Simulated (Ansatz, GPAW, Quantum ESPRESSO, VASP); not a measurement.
## NaH₂Pd₃ (Cmmm, 6 atoms in the cell) computed with different codes at matched settings

Self-consistent single point.

```
NaH2Pd3
1.0
    2.82657    -4.31030     0.00000
    2.82657     4.31030     0.00000
    0.00000     0.00000     2.81356
Na H Pd
1 2 3
Direct
  0.50000   0.50000   0.00000
  0.21563   0.78437   0.00000
  0.78437   0.21563   0.00000
  0.00000   0.00000   0.00000
  0.50000   0.00000   0.50000
  0.00000   0.50000   0.50000
```

Shared settings, as Ansatz (a program for electronic structure) writes them: kpoints.mp_grid.grid = 5 5 8; scf.occupations.method = fermi_dirac; scf.occupations.width = 0.1 eV. Potentials and cutoffs stand in the table.

```json
[
 {"code": "GPAW", "model": "LDA (Perdew-Wang 92), GPAW PAW datasets LDA (gpaw-data 1.0.1)", "pressure (GPa)": "-6.66", "largest force (eV/Å)": "0.041", "cutoff": "850 eV"},
 {"code": "Ansatz", "model": "LDA (PW92), PAW files made with PBE", "pressure (GPa)": "-7.22", "largest force (eV/Å)": "0.042", "cutoff": "420 eV"},
 {"code": "Quantum ESPRESSO", "model": "LDA (PZ), GBRV 1.5 ultrasoft (LDA) pseudopotentials", "pressure (GPa)": "-6.66", "largest force (eV/Å)": "0.031", "cutoff": "40 Ry"},
 {"code": "VASP", "model": "LDA (PZ), VASP's LDA PAW potentials (set 64)", "pressure (GPa)": "-7.47", "largest force (eV/Å)": "0.029", "cutoff": "300 eV"}
]
```

On Ansatz's run: spin polarisation is off.

The spread over the programs that give each value: pressure within 0.81 GPa; largest force within 0.013 eV/Å.

Ansatz's pressure is given at a fixed set of plane waves, as the other plane-wave codes print theirs; with its correction for the finite basis it is -7.17 GPa. The same LDA comes in different parametrisations, which differ slightly.

VASP's run is marked for a possible Pulay error in its stress at this cutoff; no cutoff test was made.

The starting cell comes from a database of computed structures (which also holds hypothetical and non-ambient phases and stackings), without a prior relaxation at this level.

Left out of this page: CP2K, FLEUR and SIESTA (not drawn, or without a comparable value).

Keys are those of Ansatz 0.2.
